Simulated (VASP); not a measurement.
Consider the following.

```
CELL_PARAMETERS angstrom
      3.47021     0.00000     0.00000
      0.00000     3.47021     0.00000
      0.00000     0.00000     3.47021
ATOMIC_POSITIONS crystal
  Fe 0.00000 0.00000 0.00000
  Ni 0.00000 0.50000 0.50000
  Ni 0.50000 0.00000 0.50000
  Ni 0.50000 0.50000 0.00000
```
Starting moments (μB, in the order of the record's atoms Fe Ni Ni Ni): 2.9 0.6 0.6 0.6.

Calculation: PBE GGA with D3 dispersion (zero damping), VASP's PBE PAW potentials (set 64) (plane waves; VASP). Run with 520 eV cut-off, 9×9×9 Γ-centred mesh, first-order Methfessel-Paxton smearing of 0.10 eV, potentials Fe Ni.

Q: Estimate the cell moment, energy per atom (σ→0), pressure, band gap (on the k-mesh) with the smallest direct gap where there is one.

A: 
| Property | Value |
|---|---|
| band gap (on the k-mesh) | none (metal, semimetal or under 0.01 eV) |
| cell moment | 4.49 μB |
| energy per atom (σ→0) | -6.615 eV/atom |
| pressure | 6.16 GPa |

Q: Give the moment on each site (PAW-sphere projection).

A: 
```tsv
site	moment (μB)
Fe1	2.80
Ni2	0.57
Ni3	0.57
Ni4	0.57
```

Total energies compare only between runs with the same potentials, cut-off and functional.

The compound is Ni3Fe in the L1_2 structure. This cell is one point of a volume scan, at 0.97 of the reference volume.
